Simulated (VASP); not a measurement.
# A VASP study of GeMo (PBEsol + D3): structure first, properties next, part 2 of 4

Wanted: the relaxed cell of GeMo and its properties. The cell is invented: it takes the structure of COD entry 9007456, WC (space group 187 there), with all of its atoms replaced by other elements, volume scaled by an estimate. It may not be a known or stable phase.

VASP 6.6.1, plane waves and PAW; the level of theory is named at each step.

So far. Step 2 (Rough relaxation of the start cell): It ends with forces that vanish by symmetry and a pressure of -0.26 GPa. The relaxed cell has a = 3.151, c = 3.532 Å (conventional setting).

### Step 3. Full relaxation (PBEsol + D3)

Level of this step: PBEsol with D3; plane waves and PAW (Mo_sv, Ge_d); invented cell (VASP).

Properties are meant for the cell that this level of theory prefers, so cell and atoms are relaxed first (ISIF = 3) until forces and stress are small; EDIFFG sets the threshold.

INCAR

```
SYSTEM = GeMo
PREC = Accurate
ENCUT = 410
EDIFF = 1E-06
NELM = 100
ISMEAR = 0
SIGMA = 0.05
LREAL = .FALSE.
ALGO = Normal
GGA = PS
IVDW = 11
NBANDS = 20
LORBIT = 11
LWAVE = .FALSE.
LCHARG = .FALSE.
IBRION = 2
NSW = 60
ISIF = 3
EDIFFG = -0.01
```

POSCAR

```
GeMo
1.0
    3.1509395470      0.0000000043      0.0000000000
   -1.5754692622      2.7287934284      0.0000000000
    0.0000000000      0.0000000000      3.5317577773
Mo Ge
1 1
Direct
    0.0000000000      0.0000000000      0.0000000000
    0.6666666700      0.3333333300      0.5000000000
```

KPOINTS

```
Automatic mesh
0
Gamma
10 10 8
0 0 0
```

Potentials, in the order of the species: Mo_sv and Ge_d (PBE family, release 64).

Run with:

```console
$ mpirun -np 1 vasp_std
```

Log:

```text
[banner, memory and clock lines left out]
running    1 mpi-ranks, on    1 nodes
 distrk:  each k-point on    1 cores,    1 groups
 distr:  one band on    1 cores,    1 groups

 POSCAR found type information on POSCAR MoGe
 POSCAR found :  2 types and       2 ions
 [... a notice as in an earlier step ...]

 LDA part: xc-table for (Slater+PW92), standard interpolation
 POSCAR, INCAR and KPOINTS ok, starting setup
 FFT: planning ... GRIDC
 FFT: planning ... GRID_SOFT
 FFT: planning ... GRID
 WAVECAR not read
 entering main loop
       N       E                     dE             d eps       ncg     rms          rms(c)
DAV:   1     0.198208076755E+03    0.19821E+03   -0.12783E+04  3356   0.299E+03
DAV:   2    -0.115915081788E+01   -0.19937E+03   -0.19240E+03  2916   0.574E+02
DAV:   3    -0.175925099989E+02   -0.16433E+02   -0.16147E+02  3140   0.112E+02
DAV:   4    -0.179374633179E+02   -0.34495E+00   -0.34440E+00  3092   0.171E+01
DAV:   5    -0.179416479977E+02   -0.41847E-02   -0.41845E-02  3092   0.214E+00    0.180E+01
DAV:   6    -0.170148745816E+02    0.92677E+00   -0.36632E+00  3084   0.137E+01    0.312E+00
DAV:   7    -0.169522671451E+02    0.62607E-01   -0.16588E-01  3540   0.562E+00    0.239E+00
DAV:   8    -0.169314205658E+02    0.20847E-01   -0.36844E-02  3768   0.227E+00    0.235E-01
DAV:   9    -0.169307038263E+02    0.71674E-03   -0.26189E-03  3244   0.870E-01    0.100E-01
DAV:  10    -0.169306747067E+02    0.29120E-04   -0.18138E-04  3624   0.171E-01    0.371E-02
DAV:  11    -0.169306734105E+02    0.12963E-05   -0.23023E-05  3544   0.713E-02    0.483E-03
DAV:  12    -0.169306735862E+02   -0.17576E-06   -0.12913E-06  1904   0.122E-02
   1 F= -.17590226E+02 E0= -.17589787E+02  d E =-.175902E+02
 curvature:   0.00 expect dE= 0.000E+00 dE for cont linesearch  0.000E+00
 trial: gam= 0.00000 g(F)=  0.541E-44 g(S)=  0.164E-02 ort = 0.000E+00 (trialstep = 0.100E+01)
 search vector abs. value=  0.164E-02
 bond charge predicted
       N       E                     dE             d eps       ncg     rms          rms(c)
DAV:   1    -0.169670719262E+02   -0.36399E-01   -0.58472E-01  3596   0.107E+01    0.158E+00
DAV:   2    -0.169418299274E+02    0.25242E-01   -0.75344E-02  3048   0.283E+00    0.409E-01
DAV:   3    -0.169384208556E+02    0.34091E-02   -0.43314E-03  3716   0.101E+00    0.220E-01
DAV:   4    -0.169372314427E+02    0.11894E-02   -0.16603E-03  3600   0.547E-01    0.104E-01
DAV:   5    -0.169371526962E+02    0.78747E-04   -0.17309E-04  3196   0.210E-01    0.163E-02
DAV:   6    -0.169371498604E+02    0.28358E-05   -0.16979E-05  3544   0.663E-02    0.775E-03
DAV:   7    -0.169371494264E+02    0.43399E-06   -0.13786E-06  1752   0.101E-02
   2 F= -.17589729E+02 E0= -.17589238E+02  d E =0.497252E-03
[... from here on, the cycles between the ionic steps are left out ...]
   3 F= -.17590502E+02 E0= -.17590041E+02  d E =-.276134E-03
   4 F= -.17590744E+02 E0= -.17590255E+02  d E =-.241671E-03
   5 F= -.17590790E+02 E0= -.17590301E+02  d E =-.287884E-03
   6 F= -.17590706E+02 E0= -.17590221E+02  d E =-.204178E-03
   7 F= -.17590793E+02 E0= -.17590306E+02  d E =-.290734E-03
   8 F= -.17590775E+02 E0= -.17590288E+02  d E =0.176762E-04
   9 F= -.17590793E+02 E0= -.17590306E+02  d E =-.418209E-06
 curvature:  -0.35 expect dE=-0.310E-04 dE for cont linesearch -0.263E-04
 ZBRENT: interpolating
 opt :   0.2557  next Energy=   -17.590797 (dE=-0.443E-05)
 bond charge predicted
       N       E                     dE             d eps       ncg     rms          rms(c)
DAV:   1    -0.169327669476E+02   -0.59254E-03   -0.23462E-03  3596   0.691E-01    0.106E-01
DAV:   2    -0.169326595655E+02    0.10738E-03   -0.32049E-04  3028   0.186E-01    0.257E-02
DAV:   3    -0.169326458195E+02    0.13746E-04   -0.17654E-05  3688   0.663E-02    0.140E-02
DAV:   4    -0.169326407256E+02    0.50939E-05   -0.65813E-06  3532   0.349E-02    0.707E-03
DAV:   5    -0.169326398882E+02    0.83733E-06   -0.65607E-07  1416   0.133E-02
  10 F= -.17590798E+02 E0= -.17590311E+02  d E =-.538437E-05
 curvature:  -0.06 expect dE=-0.540E-06 dE for cont linesearch -0.324E-06
 trial: gam= 0.00000 g(F)=  0.433E-44 g(S)=  0.907E-05 ort =-0.143E-04 (trialstep = 0.854E+00)
 search vector abs. value=  0.907E-05
 reached required accuracy - stopping structural energy minimisation
```

It took 72 s on 1 MPI rank of Intel Xeon 6975P-C (Granite Rapids), shared host; peak memory 0.17 GiB.

From OUTCAR (step 3):

```text
  LATTYP: Found a hexagonal cell.
 ALAT       =     3.1509395470
 C/A-ratio  =     1.1208586279

The static configuration has the point symmetry D_3h.

 Found     70 irreducible k-points:

   k-points           NKPTS =     70   k-points in BZ     NKDIM =     70   number of bands    NBANDS=     20

   dimension x,y,z NGX =    24 NGY =   24 NGZ =   24
   dimension x,y,z NGXF=    48 NGYF=   48 NGZF=   48

   ENCUT  =  410.0 eV  30.13 Ry    5.49 a.u.   5.20  5.20  5.83*2*pi/ulx,y,z

   NELECT =      28.0000    total number of electrons

 Edisp (eV)   -0.65862

 E-fermi :  10.4118

 k-point     1 :       0.0000    0.0000    0.0000
  band No.  band energies     occupation
    ...
      9     -13.5669      2.00000
     10      -1.6113      2.00000
     11       7.1037      2.00000
     12       8.9858      2.00000
     13       8.9858      2.00000
     14      10.7072      0.00000
     15      11.3099      0.00000
     16      11.3099      0.00000
     17      17.9953      0.00000
     18      17.9953      0.00000
    ...

 k-point     2 :       0.1000    0.0000    0.0000
  band No.  band energies     occupation
    ...
     10      -1.3957      2.00000
     11       7.2420      2.00000
     12       8.6790      2.00000
     13       9.1903      2.00000
     14       9.6415      2.00000
     15      11.2514      0.00000
     16      12.5707      0.00000
     17      16.5225      0.00000
     18      17.3614      0.00000
     19      19.4476      0.00000
    ...

 Edisp (eV)   -0.65816

  Total       0.01267     0.01267     0.00743     0.00000    -0.00000     0.00000
  in kB       0.66754     0.66754     0.39141     0.00000    -0.00000     0.00000
  external pressure =        0.58 kB  Pullay stress =        0.00 kB

  energy-cutoff  :      410.00
  volume of cell :       30.41
      direct lattice vectors                 reciprocal lattice vectors
     3.143397721  0.000000003 -0.000000000     0.318127100  0.183670725  0.000000000
    -1.571698351  2.722262018 -0.000000000    -0.000000000  0.367341569  0.000000000
    -0.000000000 -0.000000000  3.553380442     0.000000000  0.000000000  0.281422160

 POSITION                                       TOTAL-FORCE (eV/Angst)
 -----------------------------------------------------------------------------------
      0.00000      0.00000      0.00000         0.000000     -0.000000     -0.000000
      1.57170      0.90742      1.77669        -0.000000      0.000000      0.000000
 -----------------------------------------------------------------------------------
    total drift:                               -0.000014      0.000000     -0.000000

  FREE ENERGIE OF THE ION-ELECTRON SYSTEM (eV)
  ---------------------------------------------------
  free  energy   TOTEN  =       -17.5907984206 eV

  energy  without entropy=      -17.5898237772  energy(sigma->0) =      -17.59031110

 total charge
# of ion       s       p       d       tot
------------------------------------------
    1        2.279   6.178   4.074  12.531
    2        1.137   1.374  10.102  12.613
--------------------------------------------------
tot          3.416   7.552  14.176  25.144

[... 2 parts as in an earlier step ...]

[... 7 further parts left out ...]
```

CONTCAR:

```
GeMo
   1.00000000000000
     3.1433977205289803    0.0000000028637850   -0.0000000000000000
    -1.5716983514231810    2.7222620176935450   -0.0000000000000000
    -0.0000000000000000   -0.0000000000000000    3.5533804424061226
  Mo              Ge
     1     1
Direct
     0.0000000000000000    0.0000000000000000    0.0000000000000000
     0.6666666699999979    0.3333333300000021    0.5000000000000000
```

Step by step:

```
step  energy less that of the first step (eV)  largest force (eV/Å)  pressure (GPa)  volume (Å³)
   1                                   0.0000                0.0000            0.64        30.37
   2                                   0.0005                0.0000           -1.50        30.63
   3                                  -0.0003                0.0000           -0.28        30.47
   4                                  -0.0005                0.0000           -0.14        30.44
   5                                  -0.0006                0.0000           -0.20        30.42
   6                                  -0.0005                0.0000           -0.03        30.40
   7                                  -0.0006                0.0000           -0.11        30.42
   8                                  -0.0005                0.0000            0.05        30.37
   9                                  -0.0006                0.0000            0.18        30.39
  10                                  -0.0006                0.0000            0.06        30.41
```

```
conventional cell, symmetrised  before  after  change
                         a (Å)   3.151  3.143  -0.2 %
                         b (Å)   3.151  3.143  -0.2 %
                         c (Å)   3.532  3.553  +0.6 %
              volume (Å³/atom)   15.18  15.20  +0.1 %
```

Final coordinates:

```
Mo Ge
1.0
     3.14340    0.00000    0.00000
    -1.57170    2.72226    0.00000
     0.00000    0.00000    3.55338
Mo Ge
1 1
Direct
  0.00000 0.00000 0.00000
  0.66667 0.33333 0.50000
```

This step gave:

| Item | Value |
| --- | --- |
| irreducible k-points | 70 |
| free energy (TOTEN) | -17.59 eV |
| energy at zero smearing | -17.59 eV |
| Fermi energy | 10.41 eV |
| pressure | 0.05755 GPa |
| SCF cycles over all ionic steps | 63 |

It ends with forces that vanish by symmetry and a pressure of 0.06 GPa.

### Step 4. Density, ELF and potential (PBEsol + D3)

A single point on the relaxed cell gives a clean self-consistent state, with density, ELF and potential written out.

Changes to INCAR since step 3:

```diff
@@ -14,6 +14,5 @@
 LWAVE = .FALSE.
-LCHARG = .FALSE.
-IBRION = 2
-NSW = 60
-ISIF = 3
-EDIFFG = -0.01
+LCHARG = .TRUE.
+ISIF = 2
+LELF = .TRUE.
+LVHAR = .TRUE.
```

POSCAR

```
GeMo
1.0
    3.1433977205      0.0000000029      0.0000000000
   -1.5716983514      2.7222620177      0.0000000000
    0.0000000000      0.0000000000      3.5533804424
Mo Ge
1 1
Direct
    0.0000000000      0.0000000000      0.0000000000
    0.6666666700      0.3333333300      0.5000000000
```

KPOINTS is that of step 3.

Run with:

```console
$ mpirun -np 1 vasp_std
```

Log:

```text
[... set-up lines as in an earlier step ...]
 entering main loop
       N       E                     dE             d eps       ncg     rms          rms(c)
DAV:   1     0.196110730230E+03    0.19611E+03   -0.12800E+04  3380   0.300E+03
DAV:   2    -0.182213941287E+01   -0.19793E+03   -0.19154E+03  2900   0.565E+02
DAV:   3    -0.176234840554E+02   -0.15801E+02   -0.15500E+02  3148   0.111E+02
DAV:   4    -0.179360732344E+02   -0.31259E+00   -0.31153E+00  3064   0.164E+01
DAV:   5    -0.179398539895E+02   -0.37808E-02   -0.37805E-02  3120   0.205E+00    0.179E+01
DAV:   6    -0.170182507955E+02    0.92160E+00   -0.36424E+00  3072   0.136E+01    0.312E+00
DAV:   7    -0.169546450556E+02    0.63606E-01   -0.16793E-01  3560   0.561E+00    0.238E+00
DAV:   8    -0.169335674505E+02    0.21078E-01   -0.37336E-02  3804   0.225E+00    0.242E-01
DAV:   9    -0.169328234576E+02    0.74399E-03   -0.25427E-03  3248   0.847E-01    0.996E-02
DAV:  10    -0.169327967687E+02    0.26689E-04   -0.17377E-04  3688   0.169E-01    0.367E-02
DAV:  11    -0.169327954394E+02    0.13294E-05   -0.24606E-05  3612   0.746E-02    0.517E-03
DAV:  12    -0.169327955624E+02   -0.12306E-06   -0.13548E-06  1872   0.106E-02
   1 F= -.17590954E+02 E0= -.17590467E+02  d E =-.974332E-03
```

Run time: 13 s. Hardware: 1 MPI rank; peak memory 0.16 GiB.

OUTCAR, selected parts (step 4):

```text
  LATTYP: Found a hexagonal cell.
 ALAT       =     3.1433977205
 C/A-ratio  =     1.1304266142

The static configuration has the point symmetry D_3h.

 Found     70 irreducible k-points:

   ENCUT  =  410.0 eV  30.13 Ry    5.49 a.u.   5.19  5.19  5.87*2*pi/ulx,y,z

   NELECT =      28.0000    total number of electrons

 E-fermi :  10.4119

 k-point     1 :       0.0000    0.0000    0.0000
  band No.  band energies     occupation
    ...
      9     -13.5672      2.00000
     10      -1.6113      2.00000
     11       7.1038      2.00000
     12       8.9858      2.00000
     13       8.9858      2.00000
     14      10.7072      0.00000
     15      11.3100      0.00000
     16      11.3100      0.00000
     17      17.9952      0.00000
     18      17.9952      0.00000
    ...

 k-point     2 :       0.1000    0.0000    0.0000
  band No.  band energies     occupation
    ...
     10      -1.3957      2.00000
     11       7.2421      2.00000
     12       8.6790      2.00000
     13       9.1903      2.00000
     14       9.6415      2.00000
     15      11.2515      0.00000
     16      12.5708      0.00000
     17      16.5224      0.00000
     18      17.3613      0.00000
     19      19.4476      0.00000
    ...

 Edisp (eV)   -0.65816

  Total       0.01167     0.01167     0.01271     0.00000    -0.00000    -0.00000
  in kB       0.61515     0.61515     0.66955     0.00000    -0.00000    -0.00000
  external pressure =        0.63 kB  Pullay stress =        0.00 kB

  energy-cutoff  :      410.00
  volume of cell :       30.41
      direct lattice vectors                 reciprocal lattice vectors
     3.143397720  0.000000003  0.000000000     0.318127100  0.183670725  0.000000000
    -1.571698351  2.722262018  0.000000000    -0.000000000  0.367341569  0.000000000
     0.000000000  0.000000000  3.553380442     0.000000000  0.000000000  0.281422160

 POSITION                                       TOTAL-FORCE (eV/Angst)
 -----------------------------------------------------------------------------------
      0.00000      0.00000      0.00000        -0.000000     -0.000000      0.000000
      1.57170      0.90742      1.77669         0.000000      0.000000      0.000000
 -----------------------------------------------------------------------------------
    total drift:                               -0.000014      0.000000     -0.000000

  FREE ENERGIE OF THE ION-ELECTRON SYSTEM (eV)
  ---------------------------------------------------
  free  energy   TOTEN  =       -17.5909540948 eV

  energy  without entropy=      -17.5899797625  energy(sigma->0) =      -17.59046693

[... 5 parts as in an earlier step ...]

[... 6 further parts left out ...]
```

Numbers from this step:

- SCF cycles: 12
- pressure: 0.06333 GPa

Valence electrons inside each PAW sphere by angular momentum. Sphere charges, by row:

```
atom  s (e)  p (e)  d (e)  tot (e)
 Mo1  2.279  6.178  4.074    12.53
 Ge2  1.137  1.374   10.1    12.61
```

Electrostatic potential energy in the ac plane at fractional y = 0.000, with atoms of Mo within 0.2 Å of it. With pseudopotentials it is smooth inside the atoms' cores, unlike the true potential.

Ten even steps from '_' (-64 eV) to '@' (1 eV):
```
______::==##@@@@@@@@@@##==::____
____..--++%%@@@@@@@@@@%%++--..__
..::--==##%%@@@@@@@@@@%%##==--::
====++##%%@@@@@@@@@@@@@@%%##++==
####%%%%@@@@@@@@@@@@@@@@@@%%%%##
@@@@@@@@@@@@@@@@@@@@@@@@@@@@@@@@
@@@@@@@@@@@@@@%%%%%%@@@@@@@@@@@@
@@@@@@@@@@@@%%######%%@@@@@@@@@@
@@@@@@@@@@@@%%######%%@@@@@@@@@@
@@@@@@@@@@@@%%######%%@@@@@@@@@@
@@@@@@@@@@@@@@%%%%%%@@@@@@@@@@@@
@@@@@@@@@@@@@@@@@@@@@@@@@@@@@@@@
####%%%%@@@@@@@@@@@@@@@@@@%%%%##
====++##%%@@@@@@@@@@@@@@%%##++==
..::--==##%%@@@@@@@@@@%%##==--::
____..--++%%@@@@@@@@@@%%++--..__
______::==##@@@@@@@@@@##==::____
______..==##@@@@@@@@@@##==..____
```
Columns run along a (3.1 Å; values clipped at the 3rd and 97th percentile), rows up along c (3.6 Å). Atoms in or near the plane, at fractional coordinates: Mo at (0.00, 0.00).

Valence density in the ac plane at fractional y = 0.000, with atoms of Mo within 0.2 Å of it. It is the smooth field of the valence electrons, not physical close to the nuclei.

Ten even steps from '_' (0.2 e/Å³) to '@' (7.5 e/Å³):
```
@@@@##==..______________..==##@@
%%##++--..______________..--++##
====--..__________________..--==
......______________________....
________________________________
________________________________
________________________________
________________________________
________________________________
________________________________
________________________________
________________________________
________________________________
......______________________....
====--..__________________..--==
%%##++--..______________..--++##
@@@@##==..______________..==##@@
@@@@%%==::______________::==%%@@
```
Columns run along a (3.1 Å), rows up along c (3.6 Å). Atoms in or near the plane, at fractional coordinates: Mo at (0.00, 0.00).

ELF in the ac plane at fractional y = 0.000, with atoms of Mo within 0.2 Å of it. It is the smooth field of the valence electrons, not physical close to the nuclei.

Values, 15 rows by 16 columns, each cell a mean:
```
0.45 0.57 0.71 0.71 0.51 0.26 0.21 0.30 0.36 0.30 0.21 0.26 0.51 0.71 0.71 0.57
0.68 0.70 0.71 0.63 0.41 0.24 0.25 0.35 0.40 0.35 0.25 0.24 0.41 0.63 0.71 0.70
0.60 0.59 0.54 0.42 0.29 0.26 0.33 0.43 0.46 0.43 0.33 0.26 0.29 0.42 0.54 0.59
0.31 0.30 0.27 0.25 0.27 0.34 0.42 0.47 0.49 0.47 0.42 0.34 0.27 0.25 0.27 0.30
0.16 0.17 0.20 0.27 0.36 0.43 0.45 0.45 0.45 0.45 0.45 0.43 0.36 0.27 0.20 0.17
0.25 0.27 0.33 0.40 0.45 0.44 0.42 0.41 0.41 0.41 0.42 0.44 0.45 0.40 0.33 0.27
0.38 0.39 0.43 0.48 0.47 0.43 0.41 0.40 0.40 0.40 0.41 0.43 0.47 0.48 0.43 0.39
0.39 0.40 0.44 0.48 0.47 0.43 0.41 0.40 0.40 0.40 0.41 0.43 0.47 0.48 0.44 0.40
0.28 0.29 0.34 0.42 0.46 0.44 0.42 0.41 0.41 0.41 0.42 0.44 0.45 0.42 0.34 0.29
0.16 0.17 0.22 0.30 0.39 0.44 0.44 0.44 0.43 0.44 0.44 0.44 0.39 0.30 0.22 0.17
0.26 0.25 0.24 0.23 0.27 0.36 0.43 0.47 0.49 0.47 0.43 0.36 0.27 0.23 0.24 0.25
0.57 0.55 0.50 0.38 0.28 0.27 0.35 0.44 0.47 0.44 0.35 0.27 0.28 0.38 0.50 0.55
0.68 0.70 0.70 0.60 0.39 0.24 0.26 0.36 0.41 0.36 0.26 0.24 0.39 0.60 0.70 0.70
0.49 0.59 0.72 0.71 0.50 0.25 0.21 0.30 0.37 0.30 0.21 0.25 0.50 0.71 0.72 0.59
0.26 0.43 0.67 0.72 0.55 0.27 0.19 0.28 0.35 0.28 0.19 0.27 0.55 0.72 0.67 0.43
```
Columns run along a (3.1 Å), rows up along c (3.6 Å). Atoms in or near the plane, at fractional coordinates: Mo at (0.00, 0.00).

In this run the pressure is 0.06 GPa, small enough to go on; single stress components reach 0.07 GPa.

(Part 2 of 4 ends here.)

[Lines on the potential files, build, host, timing and source positions are cut from VASP's logs without a mark.]

[Logs are printed without paths, hosts, clocks, repeated set-up lines and the standing remarks that a program may print on its own settings, such as how far it seeks lower states.]

[Hosts, paths, dates, database ids (printed as entryN), source tags and the programs' standing remarks are cut or masked in the printed files.]

[A measured line is paired with the nearest computed mode of its activity, which favours agreement.]

[In band tables of VASP the shares of atoms and orbitals are scaled to a sum of 1 inside the atoms' spheres.]
